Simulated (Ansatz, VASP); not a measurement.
# Cross-check of PtC between VASP and Ansatz, part 2 of 2

Wanted: the spread between two codes on one cell, functional and k mesh. The cell is generated by rule, not measured, and may not be a known phase. The cell is taken from a series of runs on this material, whose earlier steps may have relaxed, scaled, displaced or heated it; both programs get it as it stands.

VASP 6.6.1 and Ansatz 0.2.0.

So far. Step 2 (VASP: single point, PBEsol, pair 1): The run ends at a pressure of 18.02 GPa, with forces up to 7.0 eV/Å. Step 3 (Ansatz: single point, PBEsol, pair 1): The run ends at a pressure of 17.52 GPa, with forces up to 6.8 eV/Å.

### Step 6. VASP: single point, PBEsol, pair 2

Level of this step: PBEsol; plane waves and PAW (Pt, C); invented cell (VASP).

With cell and atoms fixed, the geometry can't cause a difference; cores, projectors, grids and the points listed under the comparison can.

INCAR

```
SYSTEM = PtC
PREC = Accurate
ENCUT = 600
EDIFF = 1E-06
NELM = 120
ISMEAR = 1
SIGMA = 0.2
LREAL = .FALSE.
ALGO = Normal
GGA = PS
NBANDS = 36
LASPH = .TRUE.
LORBIT = 11
LWAVE = .FALSE.
LCHARG = .FALSE.
ISIF = 2
GGA_COMPAT = .FALSE.
KPAR = 2
```

POSCAR

```
PtC
1.0
    0.0000000000     -2.2083183167     -2.2083183167
    0.0000000000      2.2083183167     -2.2083183167
    8.8332732670      0.0000000000      0.0000000000
Pt C
4 4
Direct
    0.5000000000      0.5000000000      0.7500000000
    0.5000000000      0.5000000000      0.2500000000
    0.0006798520      0.0000000000      0.5000000000
    0.9993201480      0.0000000000      0.0000000000
    0.5128080590      0.5000000000      0.0000000000
    0.4871919410      0.5000000000      0.5000000000
    0.0000000000      0.0000000000      0.7500000000
    0.0000000000      0.0000000000      0.2500000000
```

KPOINTS

```
Automatic mesh
0
Gamma
12 12 4
0 0 0
```

The projector-augmented-wave data sets are Pt and C (PBE family, release 64).

Command:

```
$ mpirun -np 2 vasp_std
```

Numbers of over 12 decimals in the logs are rounded to 6 here.

The log of the run:

```text
[banner, memory and clock lines left out]
running    2 mpi-ranks, on    1 nodes
[...]
[... a notice as in an earlier step ...]

 LDA part: xc-table for (Slater+PW92), standard interpolation
 POSCAR, INCAR and KPOINTS ok, starting setup
[...]
entering main loop
       N       E                     dE             d eps       ncg     rms          rms(c)
DAV:   1     0.360034111247E+03    0.36003E+03   -0.31303E+04 10600   0.169E+03
DAV:   2    -0.392850933022E+02   -0.39932E+03   -0.38483E+03 11968   0.346E+02
DAV:   3    -0.615987130302E+02   -0.22314E+02   -0.21329E+02 12264   0.740E+01
DAV:   4    -0.621446984120E+02   -0.54599E+00   -0.54217E+00 12132   0.119E+01
[...]
DAV:  13    -0.552248481303E+02    0.25832E-04   -0.43267E-05 11572   0.292E-02    0.129E-02
DAV:  14    -0.552248459132E+02    0.22171E-05   -0.83228E-06 11680   0.158E-02    0.779E-03
DAV:  15    -0.552248457514E+02    0.16184E-06   -0.55150E-07  5448   0.419E-03
   1 F= -.55224846E+02 E0= -.55224694E+02  d E =-.456578E-03
```

Parts of OUTCAR (step 6):

```text
  Total       -0.0661801      0.0553052      0.0553052      0.0000000      0.0970578      0.0000000
  in kB       -1.2307304      1.0284943      1.0284943      0.0000000      1.8049532      0.0000000
  external PRESSURE =       0.2754194 kB  Pullay stress =       0.0000000 kB

 POSITION                                       TOTAL-FORCE (eV/Angst)
 -----------------------------------------------------------------------------------
      6.62495      0.00000     -2.20832         0.000000      0.000000      0.000000
      2.20832      0.00000     -2.20832         0.000000      0.000000      0.000000
      4.41664     -0.00150     -0.00150         0.000000     -0.286361     -0.286361
      0.00000     -2.20682     -2.20682         0.000000      0.286361      0.286361
      0.00000     -0.02828     -2.23660         0.000000     -0.339403     -0.339403
      4.41664      0.02828     -2.18003         0.000000      0.339403      0.339403
      6.62495      0.00000      0.00000        -0.000000     -0.000000      0.000000
      2.20832      0.00000      0.00000         0.000000      0.000000     -0.000000
 -----------------------------------------------------------------------------------
    total drift:                                0.000000      0.000000     -0.000000

  FREE ENERGIE OF THE ION-ELECTRON SYSTEM (eV)
  ---------------------------------------------------
  free  energy   TOTEN  =       -55.2248457514 eV

  energy  without entropy=      -55.2243891729  energy(sigma->0) =      -55.22469356

[... 1 part as in an earlier step ...]

[... 2 further parts left out ...]
[key lines of the parts left out:]
E-fermi :  10.8480
```

The run ends at a pressure of 0.03 GPa, with forces up to 0.48 eV/Å.

### Step 7. Ansatz: single point, PBEsol, pair 2

The same cell, functional, mesh and smearing now go to Ansatz, which takes its cutoff from its data sets.

The cell is taken from a series of runs on this material, whose earlier steps may have relaxed, scaled, displaced or heated it; both programs get it as it stands.

input.yaml

```yaml
crystal:
  lattice:
    - [0.0, -2.2083183167, -2.2083183167]
    - [0.0, 2.2083183167, -2.2083183167]
    - [8.833273267, 0.0, 0.0]
  atoms:
    - { symbol: Pt, position: [0.5, 0.5, 0.75] }
    - { symbol: Pt, position: [0.5, 0.5, 0.25] }
    - { symbol: Pt, position: [0.000679852, 0.0, 0.5] }
    - { symbol: Pt, position: [-0.000679852, 0.0, 0.0] }
    - { symbol: C, position: [0.512808059, 0.5, 0.0] }
    - { symbol: C, position: [0.487191941, 0.5, 0.5] }
    - { symbol: C, position: [0.0, 0.0, 0.75] }
    - { symbol: C, position: [0.0, 0.0, 0.25] }
kpoints:
  mp_grid: { grid: [12, 12, 4] }
hamiltonian:
  xc: pbesol
scf:
  occupations: { method: methfessel_paxton, width: 0.2 }
output:
  forces: true
  stress: true
  eigenvalues: true
```

Command:

```
$ ansatz run input.yaml --threads 4 --pin off --max-ram 7168MiB --backend cpu --events-out ev --progress --plain --runs-dir out
```

The log of the run:

```text
[...]
Crystal: 8 atoms, lattice volume = 86.154 Å³
Basis set: ecut = 420 eV, 1717 PW (Γ), exchange–correlation on 48×48×120 points (8 copies of the dense FFT grid, shifted against one another)
Bands: 53, of which v1, the nominal top of the filled ones, is band 44 counted from 1 (43 counted from 0)
Symmetry: 8 space group operations
[...]
k-points: 147 of 576
[...]
k-point 0: bands = [... 40 lower, 18.5216, 18.5235, 19.9652, 19.9746, 19.9858, 20.5695, 20.5723, 20.5825, ... 5 higher]
  k-point 1: bands = [... 40 lower, 19.1230, 19.1258, 20.0715, 20.0820, 20.3196, 20.3421, 20.4499, 20.5360, ... 5 higher]
  k-point 2: bands = [... 40 lower, 19.8184, 19.8184, 19.8223, 19.8223, 20.3041, 20.3041, 20.3133, 20.3133, ... 5 higher]
  k-point 146: bands = [... 40 lower, 18.8520, 18.8520, 18.8521, 18.8521, 19.7406, 19.7406, 19.7520, 19.7520, ... 5 higher]
[key lines of the parts left out:]
SCF converged after 6 iterations
Free energy (F): -50510.803508 eV
Fermi energy:    20.274349 eV
P = ⅓ Tr σ = -0.1072 GPa (-1.072 kbar)
```

The run ends at a pressure of -0.11 GPa, with forces up to 0.49 eV/Å.

### Step 8. Side by side

What differs besides the data sets and the points named for the pairs above, as far as they apply: the data sets hold 88 valence electrons in Ansatz (on its default PAW (the set named soft_2) files) and 56 in VASP. Total energies have different zeros and are not compared.

Compared:

| quantity | Ansatz | VASP | difference |
| --- | --- | --- | --- |
| pressure (GPa) | -0.11 | 0.03 | -0.13 |

Forces (eV/Å; atoms numbered as in POSCAR):

| atom | Ansatz x, y, z | VASP x, y, z |
| --- | --- | --- |
| Pt1 | 0.000, 0.000, 0.000 | 0.000, 0.000, 0.000 |
| Pt2 | 0.000, 0.000, 0.000 | 0.000, 0.000, 0.000 |
| Pt3 | 0.000, -0.291, -0.291 | 0.000, -0.286, -0.286 |
| Pt4 | 0.000, 0.291, 0.291 | 0.000, 0.286, 0.286 |
| C5 | 0.000, -0.343, -0.343 | 0.000, -0.339, -0.339 |
| C6 | 0.000, 0.343, 0.343 | 0.000, 0.339, 0.339 |
| C7 | 0.000, 0.000, 0.000 | 0.000, 0.000, 0.000 |
| C8 | 0.000, 0.000, 0.000 | 0.000, 0.000, 0.000 |

The forces differ by 2.4 meV/Å r.m.s., which is 1.3 % of the r.m.s. force of 0.181 eV/Å (both taken over all components).

### Step 9. VASP: single point, PBEsol, pair 3

With cell and atoms fixed, the geometry can't cause a difference; cores, projectors, grids and the points listed under the comparison can.

INCAR is that of step 6.

POSCAR

```
PtC
1.0
    0.0000000000     -2.2083183167     -2.2083183167
    0.0000000000      2.2083183167     -2.2083183167
    8.8332732670      0.0000000000      0.0000000000
Pt C
4 4
Direct
    0.5000000000      0.5000000000      0.7500000000
    0.5000000000      0.5000000000      0.2500000000
    0.0013597039      0.0000000000      0.5000000000
    0.9986402961      0.0000000000      0.0000000000
    0.5256161180      0.5000000000      0.0000000000
    0.4743838820      0.5000000000      0.5000000000
    0.0000000000      0.0000000000      0.7500000000
    0.0000000000      0.0000000000      0.2500000000
```

KPOINTS is that of step 6.

Command:

```
$ mpirun -np 2 vasp_std
```

The log of the run:

```text
[... set-up lines as in an earlier step ...]
 entering main loop
       N       E                     dE             d eps       ncg     rms          rms(c)
DAV:   1     0.360148446183E+03    0.36015E+03   -0.31304E+04 10600   0.169E+03
DAV:   2    -0.393301675107E+02   -0.39948E+03   -0.38496E+03 11956   0.347E+02
DAV:   3    -0.616921309828E+02   -0.22362E+02   -0.21380E+02 12304   0.741E+01
DAV:   4    -0.622320386377E+02   -0.53991E+00   -0.53655E+00 12076   0.119E+01
[...]
DAV:  12    -0.552798414676E+02    0.23641E-04   -0.85610E-05 11276   0.683E-02    0.461E-02
DAV:  13    -0.552798195135E+02    0.21954E-04   -0.44454E-05 11532   0.309E-02    0.150E-02
DAV:  14    -0.552798188241E+02    0.68944E-06   -0.70859E-06 11684   0.139E-02
   1 F= -.55279819E+02 E0= -.55279970E+02  d E =0.454317E-03
```

From OUTCAR (step 9):

```text
  Total       -0.2378577      0.2905502      0.2905502      0.0000000      0.3377335      0.0000000
  in kB       -4.4233651      5.4032706      5.4032706      0.0000000      6.2807246      0.0000000
  external PRESSURE =       2.1277254 kB  Pullay stress =       0.0000000 kB

 POSITION                                       TOTAL-FORCE (eV/Angst)
 -----------------------------------------------------------------------------------
      6.62495      0.00000     -2.20832         0.000000      0.000000     -0.000000
      2.20832      0.00000     -2.20832         0.000000     -0.000000     -0.000000
      4.41664     -0.00300     -0.00300         0.000000     -0.474462     -0.474462
      0.00000     -2.20532     -2.20532         0.000000      0.474462      0.474462
      0.00000     -0.05657     -2.26489         0.000000     -0.565025     -0.565025
      4.41664      0.05657     -2.15175         0.000000      0.565025      0.565025
      6.62495      0.00000      0.00000         0.000000      0.000000     -0.000000
      2.20832      0.00000      0.00000        -0.000000     -0.000000     -0.000000
 -----------------------------------------------------------------------------------
    total drift:                                0.000000      0.000000     -0.000000

  FREE ENERGIE OF THE ION-ELECTRON SYSTEM (eV)
  ---------------------------------------------------
  free  energy   TOTEN  =       -55.2798188241 eV

  energy  without entropy=      -55.2802731407  energy(sigma->0) =      -55.27997026

[... 2 parts as in an earlier step ...]

[... 1 further part left out ...]
[key lines of the parts left out:]
E-fermi :  10.8430
```

The run ends at a pressure of 0.21 GPa, with forces up to 0.80 eV/Å.

### Step 10. Ansatz: single point, PBEsol, pair 3

The same cell, functional, mesh and smearing now go to Ansatz, which takes its cutoff from its data sets.

The cell is taken from a series of runs on this material, whose earlier steps may have relaxed, scaled, displaced or heated it; both programs get it as it stands.

input.yaml, the sections that differ from step 7:

```yaml
crystal:
  lattice:
    - [0.0, -2.2083183167, -2.2083183167]
    - [0.0, 2.2083183167, -2.2083183167]
    - [8.833273267, 0.0, 0.0]
  atoms:
    - { symbol: Pt, position: [0.5, 0.5, 0.75] }
    - { symbol: Pt, position: [0.5, 0.5, 0.25] }
    - { symbol: Pt, position: [0.0013597039, 0.0, 0.5] }
    - { symbol: Pt, position: [-0.0013597039, 0.0, 0.0] }
    - { symbol: C, position: [0.525616118, 0.5, 0.0] }
    - { symbol: C, position: [0.474383882, 0.5, 0.5] }
    - { symbol: C, position: [0.0, 0.0, 0.75] }
    - { symbol: C, position: [0.0, 0.0, 0.25] }
# kpoints, hamiltonian, scf, output: as in step 7
```

Command:

```
$ ansatz run input.yaml --threads 4 --pin off --max-ram 7168MiB --backend cpu --events-out ev --progress --plain --runs-dir out
```

The log of the run:

```text
[...]
Crystal: 8 atoms, lattice volume = 86.154 Å³
Basis set: ecut = 420 eV, 1717 PW (Γ), exchange–correlation on 48×48×120 points (8 copies of the dense FFT grid, shifted against one another)
Bands: 53, of which v1, the nominal top of the filled ones, is band 44 counted from 1 (43 counted from 0)
Symmetry: 8 space group operations
[...]
k-points: 147 of 576
[...]
k-point 0: bands = [... 40 lower, 18.5143, 18.5210, 19.9768, 20.0068, 20.0520, 20.5666, 20.5775, 20.6178, ... 5 higher]
  k-point 1: bands = [... 40 lower, 19.1374, 19.1473, 20.1025, 20.1457, 20.2980, 20.3612, 20.4781, 20.5873, ... 5 higher]
  k-point 2: bands = [... 40 lower, 19.8319, 19.8319, 19.8446, 19.8446, 20.3314, 20.3314, 20.3717, 20.3717, ... 5 higher]
  k-point 146: bands = [... 40 lower, 18.8377, 18.8377, 18.8402, 18.8402, 19.7493, 19.7493, 19.7918, 19.7918, ... 5 higher]
[key lines of the parts left out:]
SCF converged after 6 iterations
Free energy (F): -50510.859173 eV
Fermi energy:    20.268834 eV
P = ⅓ Tr σ = 0.0776 GPa (0.776 kbar)
```

The run ends at a pressure of 0.08 GPa, with forces up to 0.81 eV/Å.

### Step 11. Side by side

What differs besides the data sets and the points named for the pairs above, as far as they apply: the data sets hold 88 valence electrons in Ansatz (on its default PAW (the set named soft_2) files) and 56 in VASP. Total energies have different zeros and are not compared.

Compared:

| quantity | Ansatz | VASP | difference |
| --- | --- | --- | --- |
| pressure (GPa) | 0.08 | 0.21 | -0.14 |

Forces (eV/Å; atoms numbered as in POSCAR):

| atom | Ansatz x, y, z | VASP x, y, z |
| --- | --- | --- |
| Pt1 | 0.000, 0.000, 0.000 | 0.000, 0.000, 0.000 |
| Pt2 | 0.000, 0.000, 0.000 | 0.000, 0.000, 0.000 |
| Pt3 | 0.000, -0.483, -0.483 | 0.000, -0.474, -0.474 |
| Pt4 | 0.000, 0.483, 0.483 | 0.000, 0.474, 0.474 |
| C5 | 0.000, -0.573, -0.573 | 0.000, -0.565, -0.565 |
| C6 | 0.000, 0.573, 0.573 | 0.000, 0.565, 0.565 |
| C7 | 0.000, 0.000, 0.000 | 0.000, 0.000, 0.000 |
| C8 | 0.000, 0.000, 0.000 | 0.000, 0.000, 0.000 |

The forces differ by 4.8 meV/Å r.m.s., which is 1.6 % of the r.m.s. force of 0.301 eV/Å (both taken over all components).

### Step 12. Summary of results

| Property | Result |
| --- | --- |
| r.m.s. force difference (single point, PBEsol, pair 1) | 3.4 % of the r.m.s. force |
| r.m.s. force difference (single point, PBEsol, pair 2) | 2.4 meV/Å |
| r.m.s. force difference (single point, PBEsol, pair 3) | 1.6 % of the r.m.s. force |

What this shows: The r.m.s. force difference is 3.4 % of the r.m.s. force (single point, PBEsol, pair 1), beyond the 3 % picked in this series as the mark of a large difference. The data sets hold unlike numbers of valence electrons (88 in Ansatz and 56 in VASP), so part of the differences may come from the potentials. Single point, PBEsol, pair 1, VASP with the data sets Pt_sv_GW and C: r.m.s. force difference goes from 94 to 37 meV/Å; the difference in pressure goes from -0.50 to 0.49 GPa. 4 further pairs of this series are not shown here. Such differences can come from data sets, numerical settings and the points named under the comparisons, not from the functional's error against experiment.

[Lines on the potential files, build, host, timing and source positions are cut from VASP's logs without a mark.]

[Logs are printed without paths, hosts, clocks, repeated set-up lines and the standing remarks that a program may print on its own settings, such as how far it seeks lower states.]

[Hosts, paths, dates, database ids (printed as entryN), source tags and the programs' standing remarks are cut or masked in the printed files.]
